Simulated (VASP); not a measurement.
Here is the system:

```
CELL_PARAMETERS angstrom
      0.00000     2.04025     2.04025
      2.04025     0.00000     2.04025
      2.04025     2.04025     0.00000
ATOMIC_POSITIONS crystal
  Au 0.00000 0.00000 0.00000
```

Computed with PBEsol GGA, VASP's PBE PAW potentials (set 64) (plane waves; VASP 6.6.1). Run with 520 eV cut-off, 15×15×15 Γ-centred mesh, first-order Methfessel-Paxton smearing of 0.10 eV, potentials Au.

Q: Give the energy at these volumes per atom, relative to the lowest: 15.96, 16.47, 16.98, 17.49, 18.00 Å³.

A: 38.6, 9.1, 0.0, 7.5, 28.6 meV/atom. A third-order Birch-Murnaghan fit gives B0 = 174 GPa and B0′ = 5.9.

Measured: bulk modulus 182 GPa at 0 K (computed value off by -4.7 %), as given by Daniel Mejia-Rodriguez et al., Physical Review B (2018), arXiv:1807.09216 [0 K value with the zero-point phonon effect removed]; a 4.062 Å at 0 K (computed value off by +0.4 %), as given by Daniel Mejia-Rodriguez et al., Physical Review B (2018), arXiv:1807.09216 [static lattice: zero-point anharmonic expansion removed].

The compound is Au in the fcc structure. It was relaxed first.
